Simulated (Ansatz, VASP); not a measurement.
# Cross-check of AlBAs2 (CuAu-ordered zincblende type (invented)) between VASP and Ansatz, part 2 of 3

One calculation is typed for both programs; each brings its own data sets. How far apart do they land? The cell is generated by rule, not measured, and may not be a known phase. The cell is taken from a series of runs on this material, whose earlier steps may have relaxed, scaled, displaced or heated it; both programs get it as it stands.

VASP 6.6.1 and Ansatz 0.2.0.

So far: Set-up; Ansatz: zone-centre phonons, LDA.

### 3. VASP: zone-centre phonons, LDA

Level of this step: LDA; plane waves and PAW (B, Al, As); invented cell (VASP).

The same cell, functional (in two slightly different forms) and mesh now go to VASP, with its own data sets.

Lines of VASP's logs that name or quote its potential files are left out, and so is its time.

File INCAR:

```
SYSTEM = AlBAs2
PREC = Accurate
ENCUT = 500
EDIFF = 1E-08
NELM = 120
ISMEAR = 0
SIGMA = 0.01
LREAL = .FALSE.
ALGO = Normal
GGA = CA
NBANDS = 14
LORBIT = 11
LWAVE = .FALSE.
LCHARG = .FALSE.
ISIF = 2
IBRION = 8
LEPSILON = .TRUE.
LASPH = .TRUE.
GGA_COMPAT = .FALSE.
EFERMI = MIDGAP
KPAR = 2
```

File POSCAR:

```
AlBAs2
1.0
    3.6115566226      0.0000000000      0.0000000000
    0.0000000000      3.6115566226      0.0000000000
    0.0000000000      0.0000000000      5.3784622548
B Al As
1 1 2
Direct
    0.0000000000      0.0000000000      0.0000000000
    0.5000000000      0.5000000000      0.5000000000
    0.0000000000      0.5000000000      0.2106232952
    0.5000000000      0.0000000000      0.7893767048
```

File KPOINTS:

```
Automatic mesh
0
Gamma
10 10 8
0 0 0
```

The projector-augmented-wave data sets are B, Al and As (LDA family, release 64).

On the command line:

```console
$ mpirun -np 2 vasp_std
```

The program printed:

```text
[banner, memory and clock lines left out]
running    2 mpi-ranks, on    1 nodes
 distrk:  each k-point on    1 cores,    2 groups
 distr:  one band on    1 cores,    1 groups

 POSCAR found type information on POSCAR B AlAs
 POSCAR found :  3 types and       4 ions
 LDA part: xc-table for (Slater(with rela. corr.)+CA(PZ))
 , standard interpolation
 POSCAR, INCAR and KPOINTS ok, starting setup
 FFT: planning ... GRIDC
 FFT: planning ... GRID_SOFT
 FFT: planning ... GRID
 WAVECAR not read
 entering main loop
       N       E                     dE             d eps       ncg     rms          rms(c)
DAV:   1     0.391097364008E+02    0.39110E+02   -0.62936E+03  2940   0.940E+02
DAV:   2    -0.199568231451E+02   -0.59067E+02   -0.53686E+02  3958   0.140E+02
DAV:   3    -0.231845032621E+02   -0.32277E+01   -0.31919E+01  3810   0.347E+01
DAV:   4    -0.232164199908E+02   -0.31917E-01   -0.31908E-01  3462   0.389E+00
DAV:   5    -0.232168101790E+02   -0.39019E-03   -0.39017E-03  3858   0.439E-01    0.539E+00
DAV:   6    -0.226982565854E+02    0.51855E+00   -0.41324E-01  3582   0.422E+00    0.300E+00
DAV:   7    -0.225628047083E+02    0.13545E+00   -0.21901E-01  3672   0.271E+00    0.932E-01
DAV:   8    -0.225539878337E+02    0.88169E-02   -0.21869E-02  3606   0.922E-01    0.185E-01
DAV:   9    -0.225538592564E+02    0.12858E-03   -0.20941E-03  3492   0.320E-01    0.634E-02
DAV:  10    -0.225538554248E+02    0.38317E-05   -0.21415E-04  3690   0.807E-02    0.295E-02
DAV:  11    -0.225538601343E+02   -0.47095E-05   -0.15829E-05  3570   0.283E-02    0.800E-03
DAV:  12    -0.225538603631E+02   -0.22880E-06   -0.81745E-07  3690   0.726E-03    0.270E-03
DAV:  13    -0.225538603647E+02   -0.15334E-08   -0.38046E-07  3678   0.373E-03    0.945E-04
DAV:  14    -0.225538603554E+02    0.92535E-08   -0.31836E-08  3486   0.129E-03
   1 F= -.22553860E+02 E0= -.22553860E+02  d E =0.000000E+00
 Linear response reoptimize wavefunctions to high precision
DAV:   1    -0.225538603552E+02    0.16644E-09   -0.52773E-09  3480   0.411E-04
DAV:   2    -0.225538603552E+02    0.21600E-11   -0.59340E-11  1998   0.552E-05
 Linear response G [H, r] |phi>, progress :
  Direction:   1
       N       E                     dE             d eps       ncg     rms
RMM:   1    -0.715640765029E+02   -0.71564E+02    0.20716E+02  7541   0.664E+01
RMM:   2    -0.507888872215E+02    0.20775E+02   -0.11335E+01  4945   0.196E+01
RMM:   3    -0.508366808734E+02   -0.47794E-01   -0.25481E-01  5128   0.253E+00
RMM:   4    -0.508344848705E+02    0.21960E-02   -0.17461E-02  5433   0.398E-01
RMM:   5    -0.508334977664E+02    0.98710E-03   -0.27584E-03  5352   0.666E-02
RMM:   6    -0.508332937849E+02    0.20398E-03   -0.55719E-04  5560   0.130E-02
RMM:   7    -0.508332478908E+02    0.45894E-04   -0.61733E-05  5513   0.290E-03
RMM:   8    -0.508332405626E+02    0.73282E-05    0.19184E-05  5539   0.993E-04
RMM:   9    -0.508332393296E+02    0.12330E-05    0.20685E-05  4749   0.624E-04
RMM:  10    -0.508332395532E+02   -0.22357E-06    0.27269E-05  3937   0.550E-04
RMM:  11    -0.508332387339E+02    0.81924E-06    0.40335E-05  3581   0.542E-04
RMM:  12    -0.508332393439E+02   -0.60993E-06   -0.91959E-06  3367   0.542E-04
RMM:  13    -0.508332385484E+02    0.79550E-06    0.56697E-06  2953   0.543E-04
 Linear response G [H, r] |phi>, progress :
  Direction:   2
       N       E                     dE             d eps       ncg     rms
RMM:   1    -0.104795834239E+03   -0.10480E+03   -0.19513E+02  7183   0.622E+01
RMM:   2    -0.784836920712E+02    0.26312E+02   -0.90750E+00  4960   0.173E+01
RMM:   3    -0.785422503093E+02   -0.58558E-01   -0.16273E-01  5142   0.204E+00
RMM:   4    -0.785434976050E+02   -0.12473E-02   -0.18602E-03  5364   0.306E-01
RMM:   5    -0.785436879411E+02   -0.19034E-03    0.73213E-06  5378   0.485E-02
RMM:   6    -0.785436996040E+02   -0.11663E-04    0.64740E-06  5486   0.887E-03
RMM:   7    -0.785437008154E+02   -0.12114E-05   -0.14432E-06  5499   0.189E-03
RMM:   8    -0.785437006788E+02    0.13655E-06    0.11707E-06  5223   0.673E-04
RMM:   9    -0.785437009606E+02   -0.28175E-06   -0.64505E-06  4268   0.455E-04
RMM:  10    -0.785437008910E+02    0.69565E-07    0.18193E-06  3635   0.420E-04
RMM:  11    -0.785437008716E+02    0.19433E-07   -0.53723E-06  3430   0.416E-04
RMM:  12    -0.785437008852E+02   -0.13595E-07   -0.25334E-05  3219   0.416E-04
 Linear response G [H, r] |phi>, progress :
  Direction:   3
       N       E                     dE             d eps       ncg     rms
RMM:   1    -0.889449220438E+02   -0.88945E+02    0.34813E+01  7497   0.669E+01
RMM:   2    -0.644203556965E+02    0.24525E+02   -0.11894E+01  4941   0.201E+01
RMM:   3    -0.644950637101E+02   -0.74708E-01   -0.25561E-01  5055   0.264E+00
RMM:   4    -0.644959097660E+02   -0.84606E-03   -0.62979E-03  5333   0.430E-01
RMM:   5    -0.644959248514E+02   -0.15085E-04   -0.24344E-04  5326   0.727E-02
RMM:   6    -0.644959233513E+02    0.15001E-05   -0.20794E-05  5520   0.141E-02
[...]
RMM:   3    -0.210373803522E+01    0.76236E-01   -0.65609E-02  8437   0.114E+00    0.117E+00
RMM:   4    -0.216115189418E+01   -0.57414E-01   -0.73431E-02  8365   0.123E+00    0.163E-01
RMM:   5    -0.217553474704E+01   -0.14383E-01   -0.18234E-03  8618   0.242E-01    0.180E-02
[...]
first order change of Fermi-energy  -0.71834E+00
 force on displaced ion       1 direction 3 :   0.000   0.000 -14.130
 Born effective charge ion    1 direction 3 :   0.000   0.000   0.473
 Linear response progress:
  Degree of freedom:   3/  7
       N       E                     dE             d eps       ncg     rms          rms(c)
RMM:   1    -0.715750844686E-02   -0.71575E-02    0.29843E-03 15886   0.550E-01
RMM:   2    -0.620619081015E-02    0.95132E-03   -0.49533E-04 11330   0.130E-01    0.559E-02
RMM:   3    -0.615610229015E-02    0.50089E-04   -0.42601E-05 11834   0.331E-02    0.323E-02
RMM:   4    -0.615471797526E-02    0.13843E-05   -0.29241E-05 11583   0.262E-02    0.596E-03
RMM:   5    -0.614571523901E-02    0.90027E-05   -0.13691E-06 12035   0.597E-03    0.714E-04
RMM:   6    -0.614427724346E-02    0.14380E-05   -0.32855E-08 12465   0.801E-04    0.347E-04
RMM:   7    -0.614349979482E-02    0.77745E-06    0.11541E-08 12218   0.384E-04    0.528E-05
RMM:   8    -0.614340146945E-02    0.98325E-07   -0.89046E-10 12630   0.768E-05    0.206E-05
RMM:   9    -0.614342560687E-02   -0.24137E-07   -0.13651E-09 12579   0.266E-05    0.272E-06
RMM:  10    -0.614342080346E-02    0.48034E-08   -0.16693E-09 12451   0.818E-06    0.104E-06
 first order change of Fermi-energy  -0.42425E-05
 force on displaced ion       2 direction 1 : -10.567   0.000   0.000
 Born effective charge ion    2 direction 1 :   1.598   0.000  -0.000
 Linear response progress:
  Degree of freedom:   4/  7
       N       E                     dE             d eps       ncg     rms          rms(c)
RMM:   1    -0.110282784753E-01   -0.11028E-01    0.21565E-02 13194   0.711E-01
RMM:   2    -0.925487225279E-02    0.17734E-02   -0.10488E-03  8120   0.201E-01    0.691E-02
RMM:   3    -0.917497671847E-02    0.79896E-04   -0.39000E-05  8477   0.372E-02    0.405E-02
RMM:   4    -0.914720163267E-02    0.27775E-04   -0.36721E-05  8156   0.322E-02    0.692E-03
RMM:   5    -0.914752959311E-02   -0.32796E-06   -0.15516E-06  8637   0.718E-03    0.105E-03
RMM:   6    -0.914801983664E-02   -0.49024E-06   -0.87564E-08  8686   0.122E-03    0.629E-04
RMM:   7    -0.914846224707E-02   -0.44241E-06   -0.10518E-07  8613   0.722E-04    0.988E-05
RMM:   8    -0.914842699116E-02    0.35256E-07    0.27792E-08  8954   0.162E-04    0.679E-05
RMM:   9    -0.914843466514E-02   -0.76740E-08   -0.54214E-10  8818   0.578E-05    0.878E-06
 first order change of Fermi-energy  -0.14201E+01
 force on displaced ion       2 direction 3 :   0.000   0.000 -16.655
 Born effective charge ion    2 direction 3 :   0.000   0.000   2.146
 Linear response progress:
  Degree of freedom:   5/  7
       N       E                     dE             d eps       ncg     rms          rms(c)
RMM:   1    -0.465050470438E-01   -0.46505E-01    0.59783E-02 16716   0.113E+00
RMM:   2    -0.454307363647E-01    0.10743E-02   -0.15378E-03 11598   0.225E-01    0.783E-02
RMM:   3    -0.455194523263E-01   -0.88716E-04   -0.62045E-05 11986   0.396E-02    0.457E-02
RMM:   4    -0.457619991138E-01   -0.24255E-03   -0.42582E-05 11796   0.315E-02    0.554E-03
RMM:   5    -0.457627256189E-01   -0.72651E-06   -0.15333E-06 12299   0.649E-03    0.187E-03
RMM:   6    -0.457591984949E-01    0.35271E-05   -0.36405E-08 12692   0.847E-04    0.965E-04
RMM:   7    -0.457584568976E-01    0.74160E-06   -0.25535E-08 12548   0.401E-04    0.857E-05
RMM:   8    -0.457583307284E-01    0.12617E-06   -0.59744E-09 12988   0.684E-05    0.229E-05
RMM:   9    -0.457582816616E-01    0.49067E-07   -0.24092E-09 13143   0.370E-05    0.536E-06
RMM:  10    -0.457582743209E-01    0.73406E-08   -0.10261E-09 12292   0.157E-05    0.297E-06
 first order change of Fermi-energy   0.61699E-05
 force on displaced ion       3 direction 1 : -12.282   0.000   0.000
 Born effective charge ion    3 direction 1 :  -1.095   0.000   0.000
 Linear response progress:
  Degree of freedom:   6/  7
       N       E                     dE             d eps       ncg     rms          rms(c)
RMM:   1    -0.459363023980E-01   -0.45936E-01    0.73994E-02 16669   0.124E+00
RMM:   2    -0.446987449318E-01    0.12376E-02   -0.19656E-03 11426   0.274E-01    0.110E-01
RMM:   3    -0.447195116845E-01   -0.20767E-04   -0.12746E-04 11927   0.562E-02    0.609E-02
RMM:   4    -0.449409605809E-01   -0.22145E-03   -0.10204E-04 11498   0.456E-02    0.796E-03
RMM:   5    -0.449172978185E-01    0.23663E-04   -0.41339E-06 12239   0.106E-02    0.179E-03
RMM:   6    -0.449178532687E-01   -0.55545E-06    0.35715E-07 12595   0.146E-03    0.750E-04
RMM:   7    -0.449172828682E-01    0.57040E-06    0.21879E-07 12489   0.407E-04    0.819E-05
RMM:   8    -0.449171102152E-01    0.17265E-06    0.27834E-08 12907   0.801E-05    0.285E-05
RMM:   9    -0.449171183646E-01   -0.81494E-08    0.23520E-09 13171   0.340E-05    0.457E-06
 first order change of Fermi-energy   0.26909E-04
 force on displaced ion       3 direction 2 :   0.000  -9.810  -0.001
 Born effective charge ion    3 direction 2 :   0.000  -1.599  -0.000
 Linear response progress:
  Degree of freedom:   7/  7
       N       E                     dE             d eps       ncg     rms          rms(c)
RMM:   1    -0.562751160782E-01   -0.56275E-01    0.81045E-02 11676   0.123E+00
RMM:   2    -0.544143922078E-01    0.18607E-02   -0.19617E-03  8120   0.263E-01    0.951E-02
RMM:   3    -0.543147238145E-01    0.99668E-04   -0.24077E-04  8268   0.692E-02    0.493E-02
RMM:   4    -0.543507315815E-01   -0.36008E-04   -0.31893E-05  8551   0.271E-02    0.197E-02
RMM:   5    -0.543917075070E-01   -0.40976E-04   -0.56656E-06  8479   0.125E-02    0.288E-03
RMM:   6    -0.543920525066E-01   -0.34500E-06   -0.26482E-07  8826   0.283E-03    0.906E-04
RMM:   7    -0.543895358172E-01    0.25167E-05   -0.35408E-08  8691   0.910E-04    0.276E-04
RMM:   8    -0.543899249113E-01   -0.38909E-06   -0.46601E-09  9042   0.274E-04    0.729E-05
RMM:   9    -0.543900311684E-01   -0.10626E-06    0.90928E-09  9266   0.894E-05    0.198E-05
RMM:  10    -0.543899815126E-01    0.49656E-07    0.77467E-09  9464   0.327E-05    0.751E-06
RMM:  11    -0.543899983974E-01   -0.16885E-07   -0.76765E-10  9463   0.171E-05    0.892E-07
RMM:  12    -0.543899982013E-01    0.19615E-09   -0.16495E-09  8164   0.134E-05    0.305E-07
 first order change of Fermi-energy   0.51504E+00
 force on displaced ion       3 direction 3 :   0.000   0.000 -16.135
 Born effective charge ion    3 direction 3 :   0.000   0.000  -1.307
 Born effective charges drift removed
 Linear response finished
```

(Part 2 of 3 ends here.)

[Lines on the potential files, build, host, timing and source positions are cut from VASP's logs without a mark.]

[Logs are printed without paths, hosts, clocks, repeated set-up lines and the standing remarks that a program may print on its own settings, such as how far it seeks lower states.]

[Hosts, paths, dates, database ids (printed as entryN), source tags and the programs' standing remarks are cut or masked in the printed files.]
